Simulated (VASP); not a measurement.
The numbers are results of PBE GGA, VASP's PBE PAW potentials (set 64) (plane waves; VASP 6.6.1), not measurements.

The input files of a VASP run:

**KPOINTS**
```
Automatic mesh
0
Gamma
16 16 16
0 0 0
```

**INCAR**
```
SYSTEM=Pd
PREC=Accurate; ENCUT=500; LREAL=F
LASPH=T
EDIFF=1E-6; NELM=100; ALGO=Normal
LMAXMIX=4
ISMEAR=1; SIGMA=0.1
GGA=PE
IBRION=2; NSW=40; ISIF=3
EDIFFG=-0.02
LWAVE=F; LCHARG=F
```

### POSCAR
```
Pd
1
    0.0000000000     1.9703371151     1.9703371151
    1.9703371151     0.0000000000     1.9703371151
    1.9703371151     1.9703371151    -0.0000000000
Pd
1
Direct
  0.0000000000   0.0000000000   0.0000000000
```

POTCAR, in this order: Pd (PBE.64 set). Program: vasp_std.

The run wrote:

File OUTCAR:
```
 ion  position               nearest neighbor table
   1  0.000  0.000  0.000-
  LATTYP: Found a face centered cubic cell.
 ALAT       =     3.9406742302
 Subroutine PRICEL returns:
 Original cell was already a primitive cell.
 Subroutine GETGRP returns: Found 48 space group operations
The static configuration has the point symmetry O_h .
The dynamic configuration has the point symmetry O_h .
 Subroutine INISYM returns: Found 48 space group operations
 Subroutine IBZKPT returns following result:
 Found    145 irreducible k-points:

 Following reciprocal coordinates:
            Coordinates               Weight
  0.000000  0.000000  0.000000      1.000000
  0.062500  0.000000  0.000000      8.000000
  0.125000  0.000000  0.000000      8.000000
  0.187500  0.000000  0.000000      8.000000
  0.250000  0.000000  0.000000      8.000000
  0.312500  0.000000  0.000000      8.000000
  0.375000  0.000000  0.000000      8.000000
  0.437500  0.000000  0.000000      8.000000
  0.500000  0.000000  0.000000      4.000000
  0.062500  0.062500  0.000000      6.000000
  0.125000  0.062500  0.000000     24.000000
  0.187500  0.062500  0.000000     24.000000
  0.250000  0.062500  0.000000     24.000000
  0.312500  0.062500  0.000000     24.000000
  0.375000  0.062500  0.000000     24.000000
  0.437500  0.062500  0.000000     24.000000
  0.500000  0.062500  0.000000     24.000000
 -0.437500  0.062500  0.000000     24.000000
 -0.375000  0.062500  0.000000     24.000000
 -0.312500  0.062500  0.000000     24.000000
 -0.250000  0.062500  0.000000     24.000000
 -0.187500  0.062500  0.000000     24.000000
 -0.125000  0.062500  0.000000     24.000000
 -0.062500  0.062500  0.000000     12.000000
  0.125000  0.125000  0.000000      6.000000
...
```

### OSZICAR
```
       N       E                     dE             d eps       ncg     rms          rms(c)
DAV:   1     0.373218793556E+02    0.37322E+02   -0.51207E+03  2650   0.996E+02
DAV:   2    -0.513160071412E+01   -0.42453E+02   -0.41481E+02  2779   0.189E+02
DAV:   3    -0.548071949613E+01   -0.34912E+00   -0.34664E+00  3013   0.201E+01
DAV:   4    -0.548253969425E+01   -0.18202E-02   -0.18201E-02  3055   0.135E+00
DAV:   5    -0.548256001035E+01   -0.20316E-04   -0.20316E-04  3044   0.126E-01    0.698E+00
DAV:   6    -0.522926809157E+01    0.25329E+00   -0.12389E+00  2656   0.104E+01    0.342E+00
DAV:   7    -0.522048450036E+01    0.87836E-02   -0.55223E-03  2857   0.715E-01    0.184E+00
DAV:   8    -0.521710012278E+01    0.33844E-02   -0.10021E-03  2756   0.249E-01    0.421E-02
DAV:   9    -0.521710357313E+01   -0.34503E-05   -0.74918E-06  3223   0.311E-02    0.109E-02
DAV:  10    -0.521710729276E+01   -0.37196E-05   -0.15538E-06  2906   0.139E-02    0.220E-03
DAV:  11    -0.521710712936E+01    0.16340E-06   -0.35683E-08  1376   0.175E-03
   1 F= -.52171071E+01 E0= -.52170123E+01  d E =-.521711E+01
```

OUTCAR:
```
------------------------ aborting loop because EDIFF is reached ----------------------------------------
  FORCE on cell =-STRESS in cart. coord.  units (eV):
  Direction    XX          YY          ZZ          XY          YZ          ZX
  --------------------------------------------------------------------------------------
  Total        0.0012921      0.0012921      0.0012921      0.0000000     -0.0000000      0.0000000
  in kB        0.1353160      0.1353160      0.1353160      0.0000000     -0.0000000      0.0000000
  external PRESSURE =       0.1353160 kB  Pullay stress =       0.0000000 kB
  volume of cell :       15.30
      direct lattice vectors                 reciprocal lattice vectors
     0.000000000  1.970337115  1.970337115    -0.253763681  0.253763681  0.253763681
     1.970337115  0.000000000  1.970337115     0.253763681 -0.253763681  0.253763681
     1.970337115  1.970337115  0.000000000     0.253763681  0.253763681 -0.253763681
 POSITION                                       TOTAL-FORCE (eV/Angst)
 -----------------------------------------------------------------------------------
      0.00000      0.00000      0.00000         0.000000      0.000000      0.000000
 -----------------------------------------------------------------------------------
    total drift:                                0.000000      0.000000      0.000000
  FREE ENERGIE OF THE ION-ELECTRON SYSTEM (eV)
  ---------------------------------------------------
  free  energy   TOTEN  =        -5.2171071294 eV

  energy  without entropy=       -5.2168226952  energy(sigma->0) =       -5.21701232

 reached required accuracy - stopping structural energy minimisation
```
(Selected blocks of OUTCAR.)

The compound is Pd in the fcc structure. It was relaxed first.
